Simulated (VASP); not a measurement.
# V: V into a neighbouring V vacancy, part 3 of 5

How hard is this move in V: V into a neighbouring V vacancy? Both ends are relaxed first, then a band of images between them.

VASP 6.6.1; PBEsol, no spin polarisation; plane waves and PAW (V).

So far. Step 3 (Relax the host again, on a new basis): The start already met the threshold, so nothing moved. Step 4 (Relax the start): The run ended after 13 ionic steps, 0.584 eV below its first step, once the forces on the free atoms met EDIFFG = -0.05.

### 5. Relax the end

The end state is relaxed in the same way, so that both ends share their errors.

File INCAR:

```
SYSTEM = V
PREC = Normal
ENCUT = 280
EDIFF = 1E-05
NELM = 120
ISMEAR = 1
SIGMA = 0.15
LREAL = Auto
ALGO = Fast
GGA = PS
NBANDS = 174
LASPH = .TRUE.
LORBIT = 11
LWAVE = .FALSE.
LCHARG = .FALSE.
KPAR = 6
IBRION = 2
NSW = 60
ISIF = 2
EDIFFG = -0.05
POTIM = 0.4
MAXMIX = 40
ISYM = 0
```

File POSCAR:

```
V
1.0
    8.8297515336      0.0000000000      0.0000000000
    0.0000000000      8.8297515336      0.0000000000
    0.0000000000      0.0000000000      8.8297515336
V
53
Direct
    0.3333297841      0.0020375804     -0.0005360588
    0.6652411341      0.0005243886      0.0015858923
    0.0015032305      0.3378011235      0.0004737788
   -0.0013418500     -0.0002853516      0.3331691191
    0.0002462977     -0.0000680151      0.0003940449
    0.3295487420      0.3352125005     -0.0013018243
    0.3306760474      0.0014445506      0.3363171681
    0.5011167430      0.1670317037      0.1645551230
    0.6731709660      0.3353271802     -0.0025805815
    0.6649007327      0.0001970140      0.3298117594
    0.8337152929      0.1656268378      0.1694442547
    0.0021793471      0.6605254170      0.0000944593
   -0.0036636761      0.3358467404      0.3337141048
    0.1679088431      0.4975874186      0.1708081881
    0.3379089397      0.6642548864      0.0008444521
   -0.0015250767     -0.0000533875      0.6637999111
    0.1708958809      0.1644714078      0.4993293496
    0.3344692269      0.3318665634      0.3327912740
    0.4987233166      0.4996977021      0.1640153064
    0.6656745933      0.6661980399     -0.0007559126
    0.3334617400     -0.0006638969      0.6683727428
    0.4992679388      0.1663571459      0.4984942241
    0.6654740740      0.3304691694      0.3345084171
    0.8307454507      0.4983105835      0.1674803808
    0.6675785233     -0.0009062877      0.6620928895
    0.8342858251      0.1672545959      0.4968008585
    0.0017448330      0.6650786270      0.3307824391
    0.1668835034      0.8329290854      0.1671256241
   -0.0036371308      0.3374381603      0.6653016031
    0.1631792315      0.5014017205      0.4991963440
    0.3340691603      0.6658974300      0.3331980172
    0.5005566925      0.8316421127      0.1682040590
    0.1656023104      0.1646967650      0.8335078171
    0.3343413827      0.3328144527      0.6647129995
    0.5014038573      0.4960127331      0.4976650212
    0.6667561888      0.6635837727      0.3333967423
    0.8332090645      0.8353690413      0.1645946031
    0.4985822783      0.1674213463      0.8277667812
    0.6736884776      0.3317508409      0.6650135397
    0.8352838469      0.4999097781      0.4959694707
    0.8347533673      0.1686041569      0.8323141738
   -0.0006378444      0.6677674555      0.6646082164
    0.1676596472      0.8337847583      0.4984712308
    0.1635134593      0.4994889871      0.8313504411
    0.3356015970      0.6669930301      0.6684381424
    0.5003049280      0.8339288226      0.4982264531
    0.5015131738      0.5040424654      0.8326318695
    0.6653239913      0.6663091556      0.6655765335
    0.8317444340      0.8336463515      0.4993410516
    0.8365924818      0.5000004567      0.8340670164
    0.1688230623      0.8326521004      0.8365876413
    0.4985669037      0.8315024150      0.8325037131
    0.8330734904      0.8301592503      0.8332538412
```

File KPOINTS:

```
Automatic mesh
0
Monkhorst-Pack
2 2 2
0 0 0
```

PAW data sets: V (PBE family, release 64).

Command:

```sh
mpirun -np 6 vasp_std
```

The log of the run:

```text
[... set-up lines as in an earlier step ...]
 entering main loop
       N       E                     dE             d eps       ncg     rms          rms(c)
DAV:   1     0.155450656725E+04    0.15545E+04   -0.53565E+04  1416   0.105E+03
DAV:   2    -0.265464556920E+03   -0.18200E+04   -0.17477E+04  1392   0.335E+02
DAV:   3    -0.553204917538E+03   -0.28774E+03   -0.26591E+03  2232   0.150E+02
DAV:   4    -0.581652270295E+03   -0.28447E+02   -0.26255E+02  2208   0.610E+01
DAV:   5    -0.582892861505E+03   -0.12406E+01   -0.12078E+01  2176   0.114E+01    0.964E+01
RMM:   6    -0.528549508115E+03    0.54343E+02   -0.26256E+02  1392   0.811E+01    0.296E+01
RMM:   7    -0.552448550133E+03   -0.23899E+02   -0.17204E+02  1392   0.615E+01    0.445E+01
RMM:   8    -0.506796861871E+03    0.45652E+02   -0.78266E+01  1392   0.460E+01    0.129E+01
RMM:   9    -0.507289680612E+03   -0.49282E+00   -0.30097E+01  1700   0.164E+01    0.110E+01
RMM:  10    -0.506662390570E+03    0.62729E+00   -0.65454E+00  1422   0.104E+01    0.705E+00
RMM:  11    -0.506316328532E+03    0.34606E+00   -0.30875E+00  1403   0.812E+00    0.394E+00
RMM:  12    -0.506449643185E+03   -0.13331E+00   -0.21827E+00  1632   0.492E+00    0.378E+00
RMM:  13    -0.506273897457E+03    0.17575E+00   -0.62774E-01  1411   0.355E+00    0.131E+00
RMM:  14    -0.506318576982E+03   -0.44680E-01   -0.63632E-01  1838   0.198E+00    0.131E+00
RMM:  15    -0.506311117971E+03    0.74590E-02   -0.13015E-01  1489   0.142E+00    0.865E-01
RMM:  16    -0.506312862197E+03   -0.17442E-02   -0.88878E-02  1649   0.953E-01    0.624E-01
RMM:  17    -0.506312350430E+03    0.51177E-03   -0.39850E-02  1695   0.583E-01    0.430E-01
RMM:  18    -0.506311539304E+03    0.81113E-03   -0.15685E-02  1572   0.429E-01    0.275E-01
RMM:  19    -0.506312178446E+03   -0.63914E-03   -0.11153E-02  1710   0.305E-01    0.266E-01
RMM:  20    -0.506311671790E+03    0.50666E-03   -0.30221E-03  1417   0.247E-01    0.157E-01
RMM:  21    -0.506311730773E+03   -0.58983E-04   -0.27887E-03  1807   0.143E-01    0.133E-01
RMM:  22    -0.506311569852E+03    0.16092E-03   -0.69135E-04  1454   0.110E-01    0.718E-02
RMM:  23    -0.506311585657E+03   -0.15804E-04   -0.68341E-04  1930   0.536E-02    0.465E-02
RMM:  24    -0.506311564916E+03    0.20741E-04   -0.13027E-04  1516   0.409E-02    0.226E-02
RMM:  25    -0.506311565085E+03   -0.16854E-06   -0.86699E-05  1391   0.245E-02
   1 F= -.50631157E+03 E0= -.50634058E+03  d E =-.506312E+03
 curvature:   0.00 expect dE= 0.000E+00 dE for cont linesearch  0.000E+00
 trial: gam= 0.00000 g(F)=  0.176E+00 g(S)=  0.000E+00 ort = 0.000E+00 (trialstep = 0.100E+01)
 search vector abs. value=  0.176E+00
 bond charge predicted
       N       E                     dE             d eps       ncg     rms          rms(c)
DAV:   1    -0.506472482416E+03   -0.16092E+00   -0.80016E+00  1504   0.560E+00    0.117E+00
RMM:   2    -0.506531963669E+03   -0.59481E-01   -0.54606E-01  1392   0.346E+00    0.247E+00
RMM:   3    -0.506463247352E+03    0.68716E-01   -0.17700E-01  1392   0.224E+00    0.732E-01
RMM:   4    -0.506464710662E+03   -0.14633E-02   -0.69028E-02  1593   0.885E-01    0.626E-01
RMM:   5    -0.506463427566E+03    0.12831E-02   -0.38444E-02  1628   0.657E-01    0.470E-01
RMM:   6    -0.506461168465E+03    0.22591E-02   -0.14417E-02  1451   0.492E-01    0.243E-01
RMM:   7    -0.506461939903E+03   -0.77144E-03   -0.15777E-02  1953   0.278E-01    0.237E-01
RMM:   8    -0.506461213806E+03    0.72610E-03   -0.22254E-03  1463   0.188E-01    0.959E-02
RMM:   9    -0.506461313411E+03   -0.99605E-04   -0.24693E-03  1939   0.981E-02    0.687E-02
RMM:  10    -0.506461294264E+03    0.19147E-04   -0.45308E-04  1707   0.615E-02    0.518E-02
RMM:  11    -0.506461270769E+03    0.23495E-04   -0.13259E-04  1458   0.468E-02    0.285E-02
RMM:  12    -0.506461271631E+03   -0.86251E-06   -0.94250E-05  1492   0.307E-02
   2 F= -.50646127E+03 E0= -.50649122E+03  d E =-.149707E+00
[... from here on, the cycles between the ionic steps are left out ...]
   3 F= -.50660036E+03 E0= -.50662512E+03  d E =-.288800E+00
   4 F= -.50660227E+03 E0= -.50662596E+03  d E =-.290703E+00
   5 F= -.50665011E+03 E0= -.50667185E+03  d E =-.478432E-01
   6 F= -.50676178E+03 E0= -.50678162E+03  d E =-.159516E+00
   7 F= -.50665683E+03 E0= -.50667021E+03  d E =-.545595E-01
   8 F= -.50678900E+03 E0= -.50680854E+03  d E =-.186733E+00
   9 F= -.50682909E+03 E0= -.50684934E+03  d E =-.400932E-01
  10 F= -.50687824E+03 E0= -.50689590E+03  d E =-.892375E-01
  11 F= -.50690330E+03 E0= -.50692056E+03  d E =-.250568E-01
  12 F= -.50692869E+03 E0= -.50694329E+03  d E =-.504500E-01
 curvature:  -1.74 expect dE=-0.593E-02 dE for cont linesearch -0.125E-04
 trial: gam= 0.13186 g(F)=  0.341E-02 g(S)=  0.000E+00 ort =-0.457E-03 (trialstep = 0.150E+01)
 search vector abs. value=  0.379E-02
 bond charge predicted
       N       E                     dE             d eps       ncg     rms          rms(c)
DAV:   1    -0.506933263852E+03   -0.45744E-02   -0.37403E-01  1472   0.121E+00    0.296E-01
RMM:   2    -0.506933250241E+03    0.13610E-04   -0.15285E-02  1392   0.586E-01    0.326E-01
RMM:   3    -0.506932246821E+03    0.10034E-02   -0.47236E-03  1392   0.329E-01    0.118E-01
RMM:   4    -0.506932562683E+03   -0.31586E-03   -0.52873E-03  1917   0.173E-01    0.128E-01
RMM:   5    -0.506932411664E+03    0.15102E-03   -0.10402E-03  1414   0.139E-01    0.836E-02
RMM:   6    -0.506932414629E+03   -0.29644E-05   -0.85326E-04  1721   0.825E-02    0.653E-02
RMM:   7    -0.506932398314E+03    0.16315E-04   -0.32316E-04  1654   0.571E-02    0.517E-02
RMM:   8    -0.506932375682E+03    0.22631E-04   -0.11723E-04  1439   0.427E-02    0.340E-02
RMM:   9    -0.506932371969E+03    0.37136E-05   -0.13348E-04  1572   0.307E-02    0.227E-02
RMM:  10    -0.506932370592E+03    0.13764E-05   -0.44917E-05  1143   0.241E-02
  13 F= -.50693237E+03 E0= -.50694585E+03  d E =-.368209E-02
 trial-energy change:   -0.003682  1 .order   -0.003692   -0.005014   -0.002370
 step:   2.8419(harm=  2.8419)  dis= 0.00701  next Energy=  -506.933443 (dE=-0.475E-02)
 reached required accuracy - stopping structural energy minimisation
```

Wall time 5.5 min (6 MPI ranks of Intel Xeon 6975P-C (Granite Rapids), shared host); peak memory 2 GiB; 29 min of CPU time.

From OUTCAR (step 5):

```text
   NELECT =     265.0000    total number of electrons

 E-fermi :   6.3268

 k-point     1 :       0.2500    0.2500    0.2500
  band No.  band energies     occupation
    ...
    131       6.2906      1.39487
    132       6.2914      1.38727
    133       6.3261      1.00712
    134       6.3615      0.61920
    135       6.3621      0.61338
    136       6.4125      0.18621
    137       6.4523      0.00213
    138       6.4536     -0.00168
    139       6.5097     -0.07091
    140       6.5117     -0.07090
    ...

  Total       -4.3442236     -4.3107518     -4.3898477      0.1075660     -0.0081172     -0.0729832
  in kB      -10.1106087    -10.0327076    -10.2167929      0.2503458     -0.0188917     -0.1698589
  external PRESSURE =     -10.1200364 kB  Pullay stress =       0.0000000 kB

 POSITION                                       TOTAL-FORCE (eV/Angst)
 -----------------------------------------------------------------------------------
      2.84569      0.09198      0.09028         0.017634      0.009679      0.004022
      5.88999      8.80624      8.80465         0.002780      0.005345     -0.020021
      0.09925      2.84171      0.08768         0.002546      0.009943      0.007220
      0.09165      0.08953      2.84576         0.001717      0.009642     -0.011359
      0.09521      0.08933      0.08796         0.002563      0.012663      0.002243
      2.86062      2.84999      0.08764        -0.017539     -0.005543     -0.006067
      2.84926      0.09012      2.84193         0.001444      0.011958      0.003312
      4.52058      1.46743      1.46918        -0.019030      0.003781     -0.019548
      5.88488      2.96111      8.80253         0.030479      0.013996      0.001333
      5.88682      8.80589      2.95927        -0.000567      0.004075     -0.005237
      7.25810      1.47014      1.46512         0.003590     -0.011321      0.001623
      8.81051      5.89141      8.80391         0.003920     -0.038856     -0.010293
      0.09388      2.84872      2.84288         0.003875     -0.006411     -0.000157
      1.47203      4.51520      1.46190         0.015653      0.001572      0.016047
      2.96762      5.88626      8.80214        -0.001077     -0.019934      0.004658
      8.81088      8.80798      5.88047        -0.009610      0.002720     -0.000951
      1.46930      1.46865      4.50828         0.014865     -0.007518      0.010057
      2.84797      2.84941      2.84353         0.003523     -0.014696     -0.010199
      4.39593      4.38943      1.46625        -0.012930      0.005929     -0.003937
      5.88931      5.88276      0.00357         0.007553      0.005567     -0.017635
      2.96525      8.80518      5.87567        -0.002769      0.020604      0.033641
      4.39064      1.47007      4.38370         0.009200     -0.005989      0.002764
      5.89143      2.96266      2.95673        -0.014347      0.001846      0.011481
      7.38771      4.38920      1.46424        -0.025240      0.004076      0.003925
[...]
-----------------------------------------------------------------------------------
    total drift:                               -0.002140      0.001923      0.015225

  FREE ENERGIE OF THE ION-ELECTRON SYSTEM (eV)
  ---------------------------------------------------
  free  energy   TOTEN  =      -506.9323705924 eV

  energy  without entropy=     -506.9728216175  energy(sigma->0) =     -506.94585427

[... 6 parts as in an earlier step ...]

[... 7 further parts left out ...]
```

Step by step:

```tsv
step	energy less that of the first step (eV)	largest force (eV/Å)
1	0.0000	0.6254
2	-0.1497	0.4255
3	-0.2888	0.2205
4	-0.2907	0.2341
5	-0.3385	0.2651
6	-0.4502	0.3587
7	-0.3453	0.4880
8	-0.4774	0.3966
9	-0.5175	0.3550
10	-0.5667	0.2330
11	-0.5917	0.1714
12	-0.6171	0.0770
13	-0.6208	0.0404
```

The atoms that moved most (Å):

```tsv
atom	dx	dy	dz	length
V13	0.126	-0.117	-0.104	0.201
V3	0.086	-0.141	0.083	0.185
V4	0.104	0.092	-0.096	0.169
V7	-0.071	0.077	-0.128	0.165
V18	-0.105	-0.081	-0.095	0.163
V6	-0.049	-0.110	0.099	0.156
V1	-0.098	0.074	0.095	0.155
V5	0.093	0.090	0.084	0.155
```

Numbers from this step:

| Item | Value |
| --- | --- |
| electronic cycles | 158 |
| free energy (TOTEN) | -506.9324 eV |
| energy at zero smearing | -506.9459 eV |
| Fermi energy | 6.327 eV |

The run ended after 13 ionic steps, 0.621 eV below its first step, once the forces on the free atoms met EDIFFG = -0.05.

[end of part 3 of 5]

[Lines on the potential files, build, host, timing and source positions are cut from VASP's logs without a mark.]

[Logs are printed without paths, hosts, clocks, repeated set-up lines and the standing remarks that a program may print on its own settings, such as how far it seeks lower states.]

[Hosts, paths, dates, database ids (printed as entryN), source tags and the programs' standing remarks are cut or masked in the printed files.]

[Runs that stopped without an error message from VASP are left out.]
